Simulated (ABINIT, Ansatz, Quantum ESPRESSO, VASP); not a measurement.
MgSe (Fm-3m, 2 atoms in the cell) computed with different codes at matched settings

Self-consistent single point.

```yaml
crystal:
  lattice:
    - [0.00000, 2.73000, 2.73000]
    - [2.73000, 0.00000, 2.73000]
    - [2.73000, 2.73000, 0.00000]
  atoms:
    - { symbol: Mg, position: [0.00000, 0.00000, 0.00000] }
    - { symbol: Se, position: [0.50000, 0.50000, 0.50000] }
```

Shared settings, as Ansatz (a first-principles code) writes them: kpoints.mp_grid.grid = 2 2 2; scf.occupations.method = fermi_dirac; scf.occupations.width = 0.01 eV. Potentials and cutoffs stand in the table.

```tsv
code	model	pressure (GPa)	gap on the mesh (eV)	cutoff
VASP	PBE, VASP's PBE PAW potentials (set 64)	8.22	–	300 eV
Ansatz	PBE, default PAW files	8.32	1.473	420 eV
Quantum ESPRESSO	PBE, PseudoDojo standard norm-conserving (PBE) pseudopotentials	8.44	1.459	90 Ry
ABINIT	PBE, norm-conserving pseudopotentials (PseudoDojo nc-sr-05 PBE standard)	8.40	1.459	1170 eV
```

A dash marks a value that a program does not give, or that is left out as unsure.

No gap is tabulated for VASP: it is not read from that output, or partly filled or unconverged empty levels leave it unsure.

Gaps are read on the mesh.

The spread over the programs that give each value: pressure within 0.22 GPa; gap on the mesh within 0.014 eV.

Ansatz's pressure is given at a fixed set of plane waves, as the other plane-wave codes print theirs.

On the base mesh (8 8 8) the same programs gave: ABINIT pressure 1.74 GPa, gap on the mesh 1.808 eV; Ansatz pressure 1.69 GPa, gap on the mesh 1.817 eV; Quantum ESPRESSO pressure 1.75 GPa, gap on the mesh 1.808 eV; VASP pressure 1.57 GPa.

The values differ from the base mesh's, so the mesh still matters here: the table compares the programs at equal settings.

VASP's run is marked for a possible Pulay error in its stress at this cutoff; no cutoff test was made.

The starting cell has typed, rounded lattice constants, without a prior relaxation at this level.

Left out of this page: GPAW, Elk and FLEUR (not drawn, or without a comparable value); CP2K and SIESTA (unsound by tests on forces, stress, charge or solver warnings).

Keys are those of Ansatz 0.2.
